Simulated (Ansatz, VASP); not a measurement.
One calculation of CeC, two programs

The input INCAR:

```
PREC     = Accurate       # precision mode
ENCUT    = 520            # plane-wave cutoff, eV
EDIFF    = 1E-7           # SCF threshold, eV
ISMEAR   = 0              # smearing method
SIGMA    = 0.05           # smearing width, eV
LREAL    = F              # projectors in reciprocal space
LASPH    = T              # aspherical terms in the spheres
NELM     = 100            # most SCF steps
ALGO     = Normal         # electronic algorithm
ISIF     = 2              # what is computed and relaxed
LWAVE    = F              # write WAVECAR
LCHARG   = F              # write CHGCAR
GGA      = PS             # functional
NBANDS   = 15             # bands
```

KPOINTS

```
regular mesh
0
Gamma
  10 10 10
```

The input POSCAR:

```
CeC
1.0
    0.0000000000      2.6931610042      2.6931610042
    2.6931610042      0.0000000000      2.6931610042
    2.6931610042      2.6931610042      0.0000000000
Ce C
1 1
Direct
    0.0000000000      0.0000000000      0.0000000000
    0.2500000000      0.2500000000      0.2500000000
```

Input for Ansatz:

```yaml
crystal:
  lattice:
    - [0.0, 2.6931610042, 2.6931610042]
    - [2.6931610042, 0.0, 2.6931610042]
    - [2.6931610042, 2.6931610042, 0.0]
  atoms:
    - { symbol: Ce, position: [0.0, 0.0, 0.0] }
    - { symbol: C, position: [0.25, 0.25, 0.25] }
basis:
  ecutwfc: 420
  ecutrho_ratio: 4
kpoints:
  mp_grid: { grid: [10, 10, 10] }
hamiltonian:
  xc: pbesol
scf:
  occupations: { method: gaussian, width: 0.05 }
output:
  forces: true
  stress: true
  eigenvalues: true
```

Alike in both runs: task single point; functional PBEsol; k mesh 10 × 10 × 10; occupations gaussian, width 0.05 eV; no spin polarisation.

|  | VASP | Ansatz |
| --- | --- | --- |
| version | VASP 6.6.1 | Ansatz 0.2.0 |
| potentials or method | VASP PAW PBE potentials, release 64 (Ce, C) | scalar-relativistic, plane waves, PAW |
| plane-wave cutoff (eV) | 520 | 420 |
| valence electrons in the cell | 16 | 16 |

```csv
,VASP,Ansatz,Ansatz less VASP
gap on the k mesh at the Fermi level (eV),0.07,0.07,0.000
least direct gap on the mesh (eV),0.79,0.79,+0.004
pressure (GPa),1.9,1.9,+0.03
```

The functional is the same, so the differences come from potentials, cutoffs and numerics.

Caveats: the PAW data sets were made with another functional, which shifts forces and pressure a little (VASP); spin-orbit coupling is left out, which moves the levels of the heavy elements; without U or exact exchange the open f shell lies at the Fermi level, which spoils levels, moments and volumes. Spin polarisation is off, so any magnetic state and its effect on volume and gap are missing.
